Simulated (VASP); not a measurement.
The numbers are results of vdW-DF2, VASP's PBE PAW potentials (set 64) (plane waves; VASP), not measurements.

The input files of a VASP run:

KPOINTS:
```
Automatic mesh
0
Gamma
8 8 8
0 0 0
```

### INCAR
```
SYSTEM = GaP
PREC = Accurate; ENCUT = 520; LREAL = .FALSE.
LASPH = .TRUE.
EDIFF = 1E-7; NELM = 100; ALGO = Normal
LMAXMIX = 4
ISMEAR = 0; SIGMA = 0.05
GGA = ML; LUSE_VDW = .TRUE.; AGGAC = 0.0
ZAB_VDW = -1.8867
ISIF = 2
LWAVE = .FALSE.; LCHARG = .FALSE.
```

File POSCAR:
```
GaP
1
    0.0000000000     2.8142035522     2.8142035522
    2.8142035522     0.0000000000     2.8142035522
    2.8142035522     2.8142035522     0.0000000000
Ga P
1 1
Direct
  0.0000000000   0.0000000000   0.0000000000
  0.2500000000   0.2500000000   0.2500000000
```

POTCAR, in this order: Ga_d P (PBE.64 set). Program: vasp_std.

The resulting files:

OUTCAR:
```
 ion  position               nearest neighbor table
   1  0.000  0.000  0.000-   2 2.44   2 2.44   2 2.44   2 2.44
   2  0.250  0.250  0.250-   1 2.44   1 2.44   1 2.44   1 2.44
  LATTYP: Found a face centered cubic cell.
 ALAT       =     5.6284071044
 Subroutine PRICEL returns:
 Original cell was already a primitive cell.
 Subroutine GETGRP returns: Found 24 space group operations
The static configuration has the point symmetry T_d .
The dynamic configuration has the point symmetry T_d .
 Subroutine INISYM returns: Found 24 space group operations
 Subroutine IBZKPT returns following result:
 Found     29 irreducible k-points:

 Following reciprocal coordinates:
            Coordinates               Weight
  0.000000  0.000000  0.000000      1.000000
  0.125000  0.000000  0.000000      8.000000
  0.250000  0.000000  0.000000      8.000000
  0.375000  0.000000  0.000000      8.000000
  0.500000  0.000000  0.000000      4.000000
  0.125000  0.125000  0.000000      6.000000
  0.250000  0.125000  0.000000     24.000000
  0.375000  0.125000  0.000000     24.000000
  0.500000  0.125000  0.000000     24.000000
 -0.375000  0.125000  0.000000     24.000000
 -0.250000  0.125000  0.000000     24.000000
 -0.125000  0.125000  0.000000     12.000000
  0.250000  0.250000  0.000000      6.000000
  0.375000  0.250000  0.000000     24.000000
  0.500000  0.250000  0.000000     24.000000
 -0.375000  0.250000  0.000000     24.000000
 -0.250000  0.250000  0.000000     12.000000
  0.375000  0.375000  0.000000      6.000000
  0.500000  0.375000  0.000000     24.000000
 -0.375000  0.375000  0.000000     12.000000
  0.500000  0.500000  0.000000      3.000000
  0.375000  0.250000  0.125000     24.000000
  0.500000  0.250000  0.125000     48.000000
 -0.375000  0.250000  0.125000     24.000000
...
```

OSZICAR:
```
       N       E                     dE             d eps       ncg     rms          rms(c)
DAV:   1     0.858608082562E+02    0.85861E+02   -0.92841E+03   778   0.193E+03
DAV:   2     0.247374153044E+01   -0.83387E+02   -0.80006E+02   824   0.325E+02
DAV:   3    -0.383868943800E+01   -0.63124E+01   -0.62804E+01   969   0.769E+01
DAV:   4    -0.395835930176E+01   -0.11967E+00   -0.11963E+00   955   0.115E+01
DAV:   5    -0.396096854540E+01   -0.26092E-02   -0.26092E-02   940   0.134E+00    0.324E+00
DAV:   6    -0.364085075123E+01    0.32012E+00   -0.75439E-01  1085   0.120E+01    0.200E+00
DAV:   7    -0.362320665687E+01    0.17644E-01   -0.16067E-01   872   0.251E+00    0.115E+00
DAV:   8    -0.362189808379E+01    0.13086E-02   -0.22327E-02   909   0.195E+00    0.899E-02
DAV:   9    -0.362176691090E+01    0.13117E-03   -0.29383E-03  1013   0.110E+00    0.431E-02
DAV:  10    -0.362179457404E+01   -0.27663E-04   -0.17926E-04   882   0.175E-01    0.254E-02
DAV:  11    -0.362180949053E+01   -0.14916E-04   -0.44604E-05   804   0.698E-02    0.119E-02
DAV:  12    -0.362180917309E+01    0.31744E-06   -0.11764E-06  1033   0.144E-02    0.799E-03
DAV:  13    -0.362180928049E+01   -0.10741E-06   -0.43810E-07   824   0.565E-03    0.346E-03
DAV:  14    -0.362180928943E+01   -0.89385E-08   -0.29494E-08   462   0.314E-03
   1 F= -.36218093E+01 E0= -.36218093E+01  d E =-.329442E-11
```

OUTCAR:
```
------------------------ aborting loop because EDIFF is reached ----------------------------------------
  FORCE on cell =-STRESS in cart. coord.  units (eV):
  Direction    XX          YY          ZZ          XY          YZ          ZX
  --------------------------------------------------------------------------------------
  Total        0.0051253      0.0051253      0.0051253      0.0000000      0.0000000      0.0000000
  in kB        0.1842169      0.1842169      0.1842169      0.0000000      0.0000000      0.0000000
  external PRESSURE =       0.1842169 kB  Pullay stress =       0.0000000 kB
  volume of cell :       44.58
      direct lattice vectors                 reciprocal lattice vectors
     0.000000000  2.814203552  2.814203552    -0.177670162  0.177670162  0.177670162
     2.814203552  0.000000000  2.814203552     0.177670162 -0.177670162  0.177670162
     2.814203552  2.814203552  0.000000000     0.177670162  0.177670162 -0.177670162
  FREE ENERGIE OF THE ION-ELECTRON SYSTEM (eV)
  ---------------------------------------------------
  free  energy   TOTEN  =        -3.6218092894 eV

  energy  without entropy=       -3.6218092894  energy(sigma->0) =       -3.62180929
```
(Selected blocks of OUTCAR.)

The compound is GaP in the zinc blende structure. It was relaxed first, which changed the volume by +10 %.
